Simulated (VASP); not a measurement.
```xyz
1
Lattice="-2.6928 2.6928 2.6928 2.6928 -2.6928 2.6928 2.6928 2.6928 -2.6928" Properties=species:S:1:pos:R:3 pbc="T T T"
K      0.0000     0.0000     0.0000
```

The base run (VASP): PBE GGA, plane waves, VASP's PBE PAW potentials (set 64). Numerical set-up: 400 eV cut-off, 9×9×9 Γ-centred mesh, first-order Methfessel-Paxton smearing of 0.10 eV, potentials K_sv.

One setting is varied; ΔE counts from the most expensive setting. The base run took about 7 core-seconds. Costs are core time on shared hosts, one run each; read them as rough ratios.

Pressures at a finite cut-off, here 400 eV, hold a Pulay part, which wasn't tested here.

| setting | cost over the base run | electronic steps | ΔE (meV/atom) | pressure (GPa) |
|---|---|---|---|---|
| KPOINTS 3×3×3 Γ-centred mesh | about 1/3 | 11 | -87.8 | -0.30 |
| KPOINTS 5×5×5 Γ-centred mesh | about 1/2 | 11 | 2.0 | -0.19 |
| base run | reference | 10 | -3.8 | -0.19 |
| KPOINTS 11×11×11 Γ-centred mesh | within a factor of 2 | 10 | -2.8 | -0.19 |
| KPOINTS 12×12×12 Γ-centred mesh | within a factor of 2 | 10 | 0.7 | -0.19 |
| KPOINTS 13×13×13 Γ-centred mesh | within a factor of 2 | 10 | -0.4 | -0.19 |
| KPOINTS 14×14×14 Γ-centred mesh | about 2 times | 10 | -0.6 | -0.19 |
| KPOINTS 15×15×15 Γ-centred mesh | about 2 times | 10 | 0.0 | -0.19 |

Left out are runs that failed, have no time on record or changed the cell.

The compound is K in the bcc structure. The cell was not relaxed at this level.
